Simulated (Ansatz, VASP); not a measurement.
# Cross-check of Pd (linear Pd chain, spacing 2.395 A) between VASP and Ansatz, part 2 of 2

Wanted: the spread between two codes on one cell, functional and k mesh.

VASP 6.6.1 and Ansatz 0.2.0.

So far: Set-up; Ansatz: single point, LDA, DFT+U.

## 3. VASP: single point, LDA, DFT+U

Level of this step: LDA, DFT+U (Pd d 2 eV), spin-polarised from a ferromagnetic start; plane waves and PAW (Pd) (VASP).

The same cell, functional (in two slightly different forms), mesh and smearing now go to VASP, with its own data sets and cutoff.

Lines of VASP's logs that name or quote its potential files are left out, and so is its time.

Contents of INCAR:

```
SYSTEM = Pd
PREC = Normal
ENCUT = 350
EDIFF = 1E-06
NELM = 150
ISMEAR = 1
SIGMA = 0.1
LREAL = .FALSE.
ALGO = Normal
GGA = CA
NBANDS = 19
ISPIN = 2
MAGMOM = 1 1
LDAU = .TRUE.
LDAUTYPE = 2
LDAUL = 2
LDAUU = 2
LDAUJ = 0
LDAUPRINT = 1
LASPH = .TRUE.
LMAXMIX = 4
LORBIT = 11
LWAVE = .FALSE.
LCHARG = .TRUE.
NCORE = 2
AMIX = 0.2
BMIX = 1E-04
AMIX_MAG = 0.8
BMIX_MAG = 1E-04
```

Contents of POSCAR:

```
Pd
1.0
   12.0000000000      0.0000000000      0.0000000000
    0.0000000000     12.0000000000      0.0000000000
    0.0000000000      0.0000000000      4.7900000000
Pd
2
Direct
    0.5000000000      0.5000000000      0.0000000000
    0.5000000000      0.5000000000      0.5000000000
```

Contents of KPOINTS:

```
Automatic mesh
0
Gamma
1 1 9
0 0 0
```

PAW data sets: Pd (LDA family, release 64).

Launch:

```sh
$ mpirun -np 2 vasp_std
```

Numbers of over 12 decimals in the logs are rounded to 6 here.

Log:

```text
[banner, memory and clock lines left out]
running    2 mpi-ranks, on    1 nodes
 distrk:  each k-point on    2 cores,    1 groups
 distr:  one band on    2 cores,    1 groups

 POSCAR found type information on POSCAR Pd
 POSCAR found :  1 types and       2 ions
 LDA part: xc-table for (Slater(with rela. corr.)+CA(PZ))
 , standard interpolation
 POSCAR, INCAR and KPOINTS ok, starting setup
 FFT: planning ... GRIDC
 FFT: planning ... GRID_SOFT
 FFT: planning ... GRID
 WAVECAR not read
 entering main loop
       N       E                     dE             d eps       ncg     rms          rms(c)
DAV:   1     0.152319466636E+03    0.15232E+03   -0.37539E+03   380   0.480E+02
DAV:   2     0.170151023966E+02   -0.13530E+03   -0.12410E+03   733   0.876E+01
DAV:   3    -0.410826795093E+01   -0.21123E+02   -0.19928E+02   427   0.563E+01
DAV:   4    -0.436633879373E+01   -0.25807E+00   -0.25786E+00   425   0.822E+00
DAV:   5    -0.437344238015E+01   -0.71036E-02   -0.71034E-02   427   0.132E+00    0.691E+00
DAV:   6    -0.441130992615E+01   -0.37868E-01   -0.96638E-02   398   0.176E+00    0.504E+00
DAV:   7    -0.438408932358E+01    0.27221E-01   -0.10590E-01   395   0.150E+00    0.297E+00
DAV:   8    -0.437956016443E+01    0.45292E-02   -0.28917E-02   389   0.111E+00    0.642E-01
DAV:   9    -0.437915822788E+01    0.40194E-03   -0.65620E-03   397   0.474E-01    0.309E-01
DAV:  10    -0.438038298235E+01   -0.12248E-02   -0.10885E-03   392   0.220E-01    0.190E-01
DAV:  11    -0.438047411722E+01   -0.91135E-04   -0.18476E-03   398   0.274E-01    0.114E-01
DAV:  12    -0.438053598172E+01   -0.61864E-04   -0.12610E-04   389   0.583E-02    0.396E-02
DAV:  13    -0.438053707466E+01   -0.10929E-05   -0.59294E-05   389   0.394E-02    0.130E-02
DAV:  14    -0.438053672573E+01    0.34893E-06   -0.50130E-06   401   0.137E-02
   1 F= -.43805367E+01 E0= -.43799188E+01  d E =-.185388E-02  mag=     1.3974
```

OUTCAR, selected parts (step 3):

```text
ion  position               nearest neighbor table
   1  0.500  0.500  0.000-   2 2.40   2 2.40
   2  0.500  0.500  0.500-   1 2.40   1 2.40

  LATTYP: Found a simple tetragonal cell.
 ALAT       =    12.0000000000
 C/A-ratio  =     0.3991666667

 Subroutine GETGRP returns: Found 16 space group operations
 (whereof 16 operations were pure point group operations)

The static configuration has the point symmetry D_4h.

 Found      5 irreducible k-points:

   k-points           NKPTS =      5   k-points in BZ     NKDIM =      5   number of bands    NBANDS=     19

   dimension x,y,z NGX =    56 NGY =   56 NGZ =   24
   dimension x,y,z NGXF=   112 NGYF=  112 NGZF=   48

   ENCUT  =  350.0 eV  25.72 Ry    5.07 a.u.  18.31 18.31  7.31*2*pi/ulx,y,z

   NELECT =      20.0000    total number of electrons

 k-points in reciprocal lattice and weights: Automatic mesh
   0.00000000  0.00000000  0.00000000       0.111
   0.00000000  0.00000000  0.11111111       0.222
   0.00000000  0.00000000  0.22222222       0.222
   0.00000000  0.00000000  0.33333333       0.222
   0.00000000  0.00000000  0.44444444       0.222

atom =   1  type =  1  l = 2

 onsite density matrix

spin component  1

  0.9472  0.0000  0.0000  0.0000 -0.0000
  0.0000  0.9449 -0.0000 -0.0000 -0.0000
  0.0000 -0.0000  0.9507 -0.0000  0.0000
  0.0000 -0.0000 -0.0000  0.9449  0.0000
 -0.0000 -0.0000  0.0000  0.0000  0.9473

spin component  2

  0.9455 -0.0000 -0.0000 -0.0000  0.0000
 -0.0000  0.7628  0.0000  0.0000  0.0000
 -0.0000  0.0000  0.6990  0.0000  0.0000
 -0.0000  0.0000  0.0000  0.7628 -0.0000
  0.0000  0.0000  0.0000 -0.0000  0.9456

 occupancies and eigenvectors

  o =  0.6990  v =  0.0000  0.0000  0.0000  0.0000  0.0000  0.0000 -0.0000  1.0000 -0.0000 -0.0000      0.0000  0.0000  0.0000  0.0000  0.0000  0.0000  0.0000  0.0000  0.0000  0.0000
  o =  0.7628  v =  0.0000  0.0000  0.0000  0.0000  0.0000  0.0000 -0.2046 -0.0000 -0.9789 -0.0000      0.0000  0.0000  0.0000  0.0000  0.0000  0.0000  0.0000  0.0000  0.0000  0.0000
  o =  0.7628  v =  0.0000  0.0000  0.0000  0.0000  0.0000  0.0000 -0.9789 -0.0000  0.2046 -0.0000      0.0000  0.0000  0.0000  0.0000  0.0000  0.0000  0.0000  0.0000  0.0000  0.0000
  o =  0.9449  v =  0.0000  0.4199  0.0000 -0.9076  0.0000  0.0000  0.0000  0.0000  0.0000  0.0000      0.0000  0.0000  0.0000  0.0000  0.0000  0.0000  0.0000  0.0000  0.0000  0.0000
  o =  0.9449  v =  0.0000 -0.9076  0.0000 -0.4199  0.0000  0.0000  0.0000  0.0000  0.0000  0.0000      0.0000  0.0000  0.0000  0.0000  0.0000  0.0000  0.0000  0.0000  0.0000  0.0000
  o =  0.9455  v =  0.0000  0.0000  0.0000  0.0000  0.0000  1.0000  0.0000  0.0000  0.0000  0.0000      0.0000  0.0000  0.0000  0.0000  0.0000  0.0000  0.0000  0.0000  0.0000  0.0000
  o =  0.9456  v =  0.0000  0.0000  0.0000  0.0000  0.0000  0.0000  0.0000 -0.0000  0.0000 -1.0000      0.0000  0.0000  0.0000  0.0000  0.0000  0.0000  0.0000  0.0000  0.0000  0.0000
  o =  0.9472  v =  1.0000  0.0000  0.0000  0.0000  0.0000  0.0000  0.0000  0.0000  0.0000  0.0000      0.0000  0.0000  0.0000  0.0000  0.0000  0.0000  0.0000  0.0000  0.0000  0.0000
  o =  0.9473  v =  0.0000  0.0000 -0.0000  0.0000  1.0000  0.0000  0.0000  0.0000  0.0000  0.0000      0.0000  0.0000  0.0000  0.0000  0.0000  0.0000  0.0000  0.0000  0.0000  0.0000
  o =  0.9507  v =  0.0000  0.0000  1.0000  0.0000  0.0000  0.0000  0.0000  0.0000  0.0000  0.0000      0.0000  0.0000  0.0000  0.0000  0.0000  0.0000  0.0000  0.0000  0.0000  0.0000

atom =   2  type =  1  l = 2

 onsite density matrix

spin component  1

  0.9472 -0.0000  0.0000  0.0000  0.0000
 -0.0000  0.9449  0.0000 -0.0000 -0.0000
  0.0000  0.0000  0.9507  0.0000 -0.0000
  0.0000 -0.0000  0.0000  0.9449  0.0000
  0.0000 -0.0000 -0.0000  0.0000  0.9473

spin component  2

  0.9455 -0.0000  0.0000 -0.0000 -0.0000
 -0.0000  0.7628  0.0000 -0.0000  0.0000
  0.0000  0.0000  0.6990 -0.0000  0.0000
 -0.0000 -0.0000 -0.0000  0.7628 -0.0000
 -0.0000  0.0000  0.0000 -0.0000  0.9456

 occupancies and eigenvectors

  o =  0.6990  v =  0.0000  0.0000  0.0000  0.0000  0.0000  0.0000 -0.0000 -1.0000  0.0000  0.0000      0.0000  0.0000  0.0000  0.0000  0.0000  0.0000  0.0000  0.0000  0.0000  0.0000
  o =  0.7628  v =  0.0000  0.0000  0.0000  0.0000  0.0000  0.0000 -0.7212  0.0000  0.6927  0.0000      0.0000  0.0000  0.0000  0.0000  0.0000  0.0000  0.0000  0.0000  0.0000  0.0000
  o =  0.7628  v =  0.0000  0.0000  0.0000  0.0000  0.0000  0.0000  0.6927  0.0000  0.7212 -0.0000      0.0000  0.0000  0.0000  0.0000  0.0000  0.0000  0.0000  0.0000  0.0000  0.0000
  o =  0.9449  v =  0.0000  0.8214  0.0000  0.5704 -0.0000  0.0000  0.0000  0.0000  0.0000  0.0000      0.0000  0.0000  0.0000  0.0000  0.0000  0.0000  0.0000  0.0000  0.0000  0.0000
  o =  0.9449  v =  0.0000 -0.5704 -0.0000  0.8214  0.0000  0.0000  0.0000  0.0000  0.0000  0.0000      0.0000  0.0000  0.0000  0.0000  0.0000  0.0000  0.0000  0.0000  0.0000  0.0000
  o =  0.9455  v =  0.0000  0.0000  0.0000  0.0000  0.0000  1.0000  0.0000  0.0000  0.0000  0.0000      0.0000  0.0000  0.0000  0.0000  0.0000  0.0000  0.0000  0.0000  0.0000  0.0000
  o =  0.9456  v =  0.0000  0.0000  0.0000  0.0000  0.0000  0.0000  0.0000  0.0000 -0.0000  1.0000      0.0000  0.0000  0.0000  0.0000  0.0000  0.0000  0.0000  0.0000  0.0000  0.0000
  o =  0.9472  v =  1.0000  0.0000  0.0000  0.0000  0.0000  0.0000  0.0000  0.0000  0.0000  0.0000      0.0000  0.0000  0.0000  0.0000  0.0000  0.0000  0.0000  0.0000  0.0000  0.0000
  o =  0.9473  v =  0.0000 -0.0000  0.0000  0.0000 -1.0000  0.0000  0.0000  0.0000  0.0000  0.0000      0.0000  0.0000  0.0000  0.0000  0.0000  0.0000  0.0000  0.0000  0.0000  0.0000
  o =  0.9507  v =  0.0000  0.0000 -1.0000 -0.0000 -0.0000  0.0000  0.0000  0.0000  0.0000  0.0000      0.0000  0.0000  0.0000  0.0000  0.0000  0.0000  0.0000  0.0000  0.0000  0.0000

 average (electrostatic) potential at core
       1 -84.0704       2 -84.0704

 E-fermi :  -5.0648

 spin component 1
 k-point     1 :       0.0000    0.0000    0.0000
  band No.  band energies     occupation
    ...
      7      -6.1470      1.00000
      8      -5.6840      1.00000
      9      -5.2937      1.00282
     10      -5.2937      1.00282
     11      -5.2519      1.01185
     12      -1.6147      0.00000
     13      -1.6147      0.00000
     14       0.4030      0.00000
     15       0.4101      0.00000
     16       1.1043      0.00000
    ...

 k-point     2 :       0.0000    0.0000    0.1111
  band No.  band energies     occupation
    ...
      7      -6.1716      1.00000
      8      -5.6186      1.00000
      9      -5.4640      1.00000
     10      -5.4640      1.00000
     11      -5.3777      1.00004
     12      -1.4619      0.00000
     13      -1.4619      0.00000
     14      -0.3284      0.00000
     15       0.4828      0.00000
     16       1.1841      0.00000
    ...

 k-point     3 :       0.0000    0.0000    0.2222
  band No.  band energies     occupation
    ...
      7      -6.2417      1.00000
      8      -5.9008      1.00000
      9      -5.9008      1.00000
     10      -5.7566      1.00000
     11      -5.4203      1.00000
     12      -1.6389      0.00000
     13      -1.0585      0.00000
     14      -1.0585      0.00000
     15       0.7221      0.00000
     16       1.4235      0.00000
    ...

 k-point     4 :       0.0000    0.0000    0.3333
  band No.  band energies     occupation
    ...
      7      -6.4709      1.00000
      8      -6.3903      1.00000
      9      -6.3478      1.00000
     10      -6.3477      1.00000
     11      -5.0808      0.63324
     12      -2.8779      0.00000
     13      -0.4876      0.00000
     14      -0.4876      0.00000
     15       1.1212      0.00000
     16       1.8225      0.00000
    ...

 k-point     5 :       0.0000    0.0000    0.4444
  band No.  band energies     occupation
    ...
      6      -7.0712      1.00000
      7      -6.6082      1.00000
      8      -6.6081      1.00000
      9      -6.4755      1.00000
     10      -6.4753      1.00000
     11      -4.5773     -0.00000
     12      -3.8622     -0.00000
     13       0.2105      0.00000
     14       0.2105      0.00000
     15       1.0274      0.00000
    ...

 spin component 2
 k-point     1 :       0.0000    0.0000    0.0000
  band No.  band energies     occupation
    ...
      4      -6.6148      1.00000
      5      -6.6144      1.00000
      6      -5.8325      1.00000
      7      -5.8323      1.00000
      8      -5.4339      1.00000
      9      -4.4666     -0.00000
     10      -4.4666     -0.00000
     11      -4.3637     -0.00000
     12      -1.5320      0.00000
     13      -1.5320      0.00000
    ...

  Total       -0.2800520     -0.2800520     -2.3313632      0.0000000      0.0000000     -0.0000000
  in kB       -0.6505059     -0.6505059     -5.4153000      0.0000000      0.0000000     -0.0000000
  external PRESSURE =      -2.2387706 kB  Pullay stress =       0.0000000 kB

  energy-cutoff  :      350.00
  volume of cell :      689.76
      direct lattice vectors                 reciprocal lattice vectors
    12.000000000  0.000000000  0.000000000     0.083333333  0.000000000  0.000000000
     0.000000000 12.000000000  0.000000000     0.000000000  0.083333333  0.000000000
     0.000000000  0.000000000  4.790000000     0.000000000  0.000000000  0.208768267

 POSITION                                       TOTAL-FORCE (eV/Angst)
 -----------------------------------------------------------------------------------
      6.00000      6.00000      0.00000         0.000000     -0.000000      0.000000
      6.00000      6.00000      2.39500        -0.000000      0.000000      0.000000
 -----------------------------------------------------------------------------------
    total drift:                                0.000000      0.000000      0.000000

  FREE ENERGIE OF THE ION-ELECTRON SYSTEM (eV)
  ---------------------------------------------------
  free  energy   TOTEN  =        -4.3805367257 eV

  energy  without entropy=       -4.3786828424  energy(sigma->0) =       -4.37991876

 total charge
# of ion       s       p       d       tot
------------------------------------------
    1        0.395   0.143   8.808   9.346
    2        0.395   0.143   8.808   9.346
--------------------------------------------------
tot          0.789   0.286  17.616  18.691

 magnetization (x)
# of ion       s       p       d       tot
------------------------------------------
    1        0.055   0.001   0.618   0.675
    2        0.055   0.001   0.618   0.675
--------------------------------------------------
tot          0.111   0.002   1.236   1.349

[... 4 further parts left out ...]
```

A U on the itinerant d states of such a compound is hard to justify; it moves the bands at the Fermi level and favours large moments.

## 4. Comparison

Known differences besides the PAW data sets themselves: U acts on the PAW sphere in VASP and on atomic orbitals in Ansatz, so only states and trends compare; the two LDA forms differ slightly; the data sets hold 36 valence electrons in Ansatz (default PAW (the set named soft_2) files) and 20 in VASP; the cutoff is 420 eV in Ansatz and 350 eV in VASP (PREC = Normal); Ansatz makes its cores anew for this functional, VASP keeps those of its LDA data sets; site moments are counted in spheres of each program's own size. Total energies have different zeros and are not compared.

The two programs side by side:

```tsv
quantity	Ansatz	VASP	difference
total moment (μB)	1.37	1.40	-0.03
moment on Pd1 (μB)	0.57	0.68	-0.11
moment on Pd2 (μB)	0.57	0.68	-0.11
```

## 5. Results

* difference in moment on Pd1 (single point, LDA, DFT+U): -0.11 μB

The difference in moment on Pd1 is -0.11 μB (single point, LDA, DFT+U). How closely two codes agree says nothing of how well the functional describes the real material.

[Lines on the potential files, build, host, timing and source positions are cut from VASP's logs without a mark.]

[Logs are printed without paths, hosts, clocks, repeated set-up lines and the standing remarks that a program may print on its own settings, such as how far it seeks lower states.]

[Hosts, paths, dates, database ids (printed as entryN), source tags and the programs' standing remarks are cut or masked in the printed files.]
